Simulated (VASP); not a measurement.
Output of a VASP run:

OSZICAR:
```
       N       E                     dE             d eps       ncg     rms          rms(c)
DAV:   1     0.122911283121E+03    0.12291E+03   -0.10945E+04  4922   0.175E+03
DAV:   2    -0.209650321747E+02   -0.14388E+03   -0.13973E+03  5589   0.414E+02
DAV:   3    -0.254055269309E+02   -0.44405E+01   -0.43924E+01  5972   0.655E+01
DAV:   4    -0.254506008654E+02   -0.45074E-01   -0.45054E-01  5409   0.691E+00
DAV:   5    -0.254509450019E+02   -0.34414E-03   -0.34413E-03  5859   0.632E-01    0.346E+01
DAV:   6    -0.224714694336E+02    0.29795E+01   -0.92026E+00  5514   0.317E+01    0.962E+00
DAV:   7    -0.224178037099E+02    0.53666E-01   -0.37644E-01  5089   0.563E+00    0.659E+00
DAV:   8    -0.223925724403E+02    0.25231E-01   -0.59778E-02  5429   0.231E+00    0.932E-01
DAV:   9    -0.223914189722E+02    0.11535E-02   -0.39008E-03  5324   0.466E-01    0.132E-01
DAV:  10    -0.223913871264E+02    0.31846E-04   -0.24381E-04  5609   0.214E-01    0.751E-02
DAV:  11    -0.223913840347E+02    0.30916E-05   -0.23749E-05  5429   0.447E-02    0.958E-03
DAV:  12    -0.223913828456E+02    0.11891E-05   -0.44284E-06  5199   0.208E-02    0.379E-03
DAV:  13    -0.223913828788E+02   -0.33185E-07   -0.97286E-08  2522   0.354E-03
   1 F= -.19879242E+02 E0= -.19879201E+02  d E =-.198792E+02
```

### OUTCAR
```
------------------------ aborting loop because EDIFF is reached ----------------------------------------
  FORCE on cell =-STRESS in cart. coord.  units (eV):
  Direction    XX          YY          ZZ          XY          YZ          ZX
  --------------------------------------------------------------------------------------
  Total        2.5335129      2.5335131      2.4845933      0.0000000      0.0000000      0.0000000
  in kB      201.7015137    201.7015272    197.8068556      0.0000000      0.0000000      0.0000000
  external PRESSURE =       0.4032988 kB  Pullay stress =     200.0000000 kB
  volume of cell :       20.12
      direct lattice vectors                 reciprocal lattice vectors
     1.437028578 -2.489006592  0.000000000     0.347940193 -0.200883357  0.000000000
     1.437028578  2.489006592  0.000000000     0.347940193  0.200883357  0.000000000
     0.000000000  0.000000000  2.813216146     0.000000000  0.000000000  0.355465044
 POSITION                                       TOTAL-FORCE (eV/Angst)
 -----------------------------------------------------------------------------------
      0.00000      0.00000      0.00000         0.000000     -0.000000      0.000000
      1.43703      0.82967      1.40661        -0.000000      0.000000      0.000000
 -----------------------------------------------------------------------------------
    total drift:                                0.000000     -0.000379      0.000000
  FREE ENERGIE OF THE ION-ELECTRON SYSTEM (eV)
  ---------------------------------------------------
  free  energy   TOTEN  =       -22.3913828788 eV

  energy  without entropy=      -22.3912590329  energy(sigma->0) =      -22.39134160
  enthalpy is  TOTEN    =       -19.8792421661 eV   P V=        2.5121407127

 reached required accuracy - stopping structural energy minimisation
```
(Selected blocks of OUTCAR.)

### POSCAR
```
WC
1
    1.4370285778    -2.4890065919    -0.0000000000
    1.4370285778     2.4890065919     0.0000000000
   -0.0000000000    -0.0000000000     2.8132161457
W C
1 1
Direct
  0.0000000000   0.0000000000   0.0000000000
  0.3333330000   0.6666670000   0.5000000000
```

Problem. Reconstruct the remaining input files.

Solution. Several could match; the one computed here: the input of the run itself, PBE GGA, plane waves, VASP's PBE PAW potentials (set 64).

### KPOINTS
```
Automatic mesh
0
Gamma
15 15 13
0 0 0
```

**INCAR**
```
# general
SYSTEM  = WC
PREC    = Accurate
ENCUT   = 620   # plane-wave cut-off (eV)
LREAL   = .False.   # projection in real space or not
LASPH   = .True.   # aspherical one-centre terms

# electronic loop
EDIFF   = 1E-6   # SCF stop (eV)
NELM    = 100   # most electronic steps
ALGO    = Normal
LMAXMIX = 6

# smearing
ISMEAR  = 1
SIGMA   = 0.1

# functional
GGA     = PE   # PBE

# ions
IBRION  = 2
NSW     = 40   # most ionic steps
ISIF    = 3   # ions, shape and volume
EDIFFG  = -0.02
PSTRESS = 200

# output
LWAVE   = .False.
LCHARG  = .False.
```

POTCAR, in this order: W_sv C (PBE.64 set). Program: vasp_std.

The compound is WC in the wc structure. It was relaxed first under an external pressure of 20 GPa.
